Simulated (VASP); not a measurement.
Set up this calculation in VASP 6.6.1, as the native input.

```yaml
Task: single point
Functional: LDA
Potentials_or_basis: VASP PAW LDA potentials, release 64 (Os, F)
Cutoff: 520 eV
k_mesh: 10 × 7 × 1
Occupations: gaussian, width 0.1 eV
Spin: no spin polarisation
Dipole_correction: yes
Further_INCAR_settings: ALGO = Fast; EDIFF = 1e-06; NBANDS = 28
```

The structure of Os4F lies in POSCAR:

```
Os4F
1.0
    2.6886344692      0.0000000000      0.0000000000
    0.0000000000      3.8023033306      0.0000000000
    0.0000000000      0.0000000000     20.8491122169
Os F
4 1
Direct
    0.5000000000      0.5000000000      0.1918546919
    0.0000000000      0.0000000000      0.2563330840
    0.5000000000      0.5000000000      0.3210178915
    0.0000000000      0.0000000000      0.3764722514
    0.1250000000      0.1250000000      0.5572952985
```

The cell isn't the ideal one: F at 1/8 of the diagonal of the surface cell, 3.77 Å above the top plane.

One way to write it, as run:

INCAR

```
  PREC = Accurate
  ENCUT = 520
  EDIFF = 1E-6
  ISMEAR = 0
  SIGMA = 0.1
  LREAL = False
  LASPH = True
  NELM = 100
  ALGO = Fast
  ISIF = 2
  LWAVE = False
  LCHARG = True
  LDIPOL = True
  IDIPOL = 3
  DIPOL = 0.5 0.5 0.341
  GGA = CA
  LELF = True
  LVHAR = True
  LVACPOTAV = True
  NBANDS = 28
```

KPOINTS

```
regular mesh
0
Gamma
  10 7 1
```

Potentials or basis: VASP PAW LDA potentials, release 64 (Os, F).

The run is started by

```console
$ cat potpaw_LDA.64/Os/POTCAR potpaw_LDA.64/F/POTCAR > POTCAR
$ mpirun -np 1 vasp_std > vasp.out
```

It gave:

The largest force is 2.012 eV/Å, the band gap on the k mesh is none (metal or under the smearing width) and the work function of the upper face is 11.23 eV. The work function of the lower face is 5.18 eV.

Caveat: an odd number of electrons without spin polarisation forces a metal; a magnetic or distorted state may lie lower.

Wall time 9.5 min on 1 thread of AMD EPYC 9R45 96-Core Processor (Zen 5), on a shared host, peak memory 0.31 GiB.
